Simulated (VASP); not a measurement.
Consider the following.

```
CdZnSe2
1.0
    2.06619     1.19292     6.80780
   -2.06619     1.19292     6.80780
    0.00000    -2.38583     6.80780
Zn Cd Se
1 1 2
Direct
  0.49924   0.49924   0.49924
  0.00186   0.00186   0.00186
  0.13043   0.13043   0.13043
  0.61847   0.61847   0.61847
```

These are PBEsol GGA, VASP's PBE PAW potentials (set 64) (plane waves; VASP 6.6.1) values and carry that method's errors. Numerical set-up: 400 eV cut-off, 7×7×7 Γ-centred mesh, tetrahedra with Blöchl corrections, potentials Zn Cd Se.

Q: Predict the energy per atom (σ→0), band gap (on the k-mesh) with the smallest direct gap where there is one.

A: 
The band gap (on the k-mesh) is 0.62 eV and the smallest direct gap (on the k-mesh) comes out as 0.62 eV. The energy per atom (σ→0) is -3.212 eV/atom.

Total energies compare only between runs with the same potentials, cut-off and functional.

The structure comes from a computed database's ZnCdSe2 entry (R3m); how it stands against other phases isn't given here. It was relaxed first, which changed the volume by -6 %.
